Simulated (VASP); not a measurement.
Output of a VASP run:

### OSZICAR
```
       N       E                     dE             d eps       ncg     rms          rms(c)
DAV:   1     0.723597296834E+02    0.72360E+02   -0.79262E+03  2168   0.148E+03
DAV:   2    -0.535822597448E+01   -0.77718E+02   -0.76336E+02  2463   0.339E+02
DAV:   3    -0.725914776528E+01   -0.19009E+01   -0.17839E+01  3382   0.567E+01
DAV:   4    -0.729165790756E+01   -0.32510E-01   -0.32469E-01  2538   0.483E+00
DAV:   5    -0.729247139409E+01   -0.81349E-03   -0.81250E-03  3068   0.653E-01    0.108E+01
DAV:   6    -0.135953590138E+02   -0.63029E+01   -0.14131E+01  2161   0.505E+01    0.904E+00
DAV:   7    -0.130363268335E+02    0.55903E+00   -0.40553E+00  2170   0.298E+01    0.187E+00
DAV:   8    -0.134634554086E+02   -0.42713E+00   -0.21705E+00  2161   0.212E+01    0.370E+00
DAV:   9    -0.134601495154E+02    0.33059E-02   -0.13066E-02  2462   0.135E+00    0.355E+00
DAV:  10    -0.134660513830E+02   -0.59019E-02   -0.68693E-04  2282   0.292E-01    0.377E+00
DAV:  11    -0.134195835589E+02    0.46468E-01   -0.23305E-01  2238   0.555E+00    0.483E-01
DAV:  12    -0.134202723998E+02   -0.68884E-03   -0.99965E-04  2281   0.411E-01    0.572E-01
DAV:  13    -0.134198118059E+02    0.46059E-03   -0.10035E-03  2203   0.307E-01    0.312E-01
DAV:  14    -0.134196378444E+02    0.17396E-03   -0.31099E-04  2229   0.222E-01    0.188E-01
DAV:  15    -0.134196093263E+02    0.28518E-04   -0.23362E-04  2237   0.169E-01    0.773E-02
DAV:  16    -0.134195928237E+02    0.16503E-04   -0.11710E-05  2320   0.371E-02    0.477E-02
DAV:  17    -0.134195845113E+02    0.83125E-05   -0.38583E-05  2229   0.741E-02    0.253E-03
DAV:  18    -0.134195875580E+02   -0.30467E-05   -0.26552E-07  2295   0.716E-03    0.670E-04
DAV:  19    -0.134195869563E+02    0.60165E-06   -0.34221E-09  1144   0.818E-04    0.475E-04
DAV:  20    -0.134195869762E+02   -0.19855E-07   -0.69583E-10  1100   0.373E-04
   1 F= -.13419587E+02 E0= -.13419359E+02  d E =-.682872E-03
```

**OUTCAR**
```
------------------------ aborting loop because EDIFF is reached ----------------------------------------
  FORCE on cell =-STRESS in cart. coord.  units (eV):
  Direction    XX          YY          ZZ          XY          YZ          ZX
  --------------------------------------------------------------------------------------
  Total       -0.6815837     -0.6815837     -0.6815837      0.0000000      0.0000000      0.0000000
  in kB      -59.0039002    -59.0039002    -59.0039002      0.0000000      0.0000000      0.0000000
  external PRESSURE =     -59.0039002 kB  Pullay stress =       0.0000000 kB
  volume of cell :       18.51
      direct lattice vectors                 reciprocal lattice vectors
    -1.666337696  1.666337696  1.666337696     0.000000000  0.300059226  0.300059226
     1.666337696 -1.666337696  1.666337696     0.300059226  0.000000000  0.300059226
     1.666337696  1.666337696 -1.666337696     0.300059226  0.300059226  0.000000000
 POSITION                                       TOTAL-FORCE (eV/Angst)
 -----------------------------------------------------------------------------------
      0.00000      0.00000      0.00000        -0.000000      0.000000     -0.000000
 -----------------------------------------------------------------------------------
    total drift:                               -0.000000     -0.000000     -0.000000
  FREE ENERGIE OF THE ION-ELECTRON SYSTEM (eV)
  ---------------------------------------------------
  free  energy   TOTEN  =       -13.4195869762 eV

  energy  without entropy=      -13.4189041043  energy(sigma->0) =      -13.41935935
```
(Selected blocks of OUTCAR.)

POSCAR:
```
Ta
1
   -1.6663376962     1.6663376962     1.6663376962
    1.6663376962    -1.6663376962     1.6663376962
    1.6663376962     1.6663376962    -1.6663376962
Ta
1
Direct
  0.0000000000   0.0000000000   0.0000000000
```

**Question.** Write an INCAR and KPOINTS that could have produced this output.

**Answer.** Several could match; the one computed here: the input of the run itself, TPSS meta-GGA, plane waves, VASP's PBE PAW potentials (set 64).

KPOINTS:
```
Automatic mesh
0
Gamma
15 15 15
0 0 0
```

INCAR:
```
LMAXMIX=6   ! l cut-off of mixed one-centre charges
METAGGA=TPSS
LCHARG=F
SIGMA=0.1
ENCUT=520
LWAVE=F
SYSTEM=Ta
ISMEAR=1   ! Methfessel-Paxton
ALGO=Normal
LREAL=F
LMIXTAU=T
NELM=100
EDIFF=1E-7
ISIF=2
PREC=Accurate
LASPH=T
```

POTCAR, in this order: Ta_pv (PBE.64 set). Program: vasp_std.

The compound is Ta in the bcc structure. This cell is one point of a volume scan, at 1.03 of the reference volume.
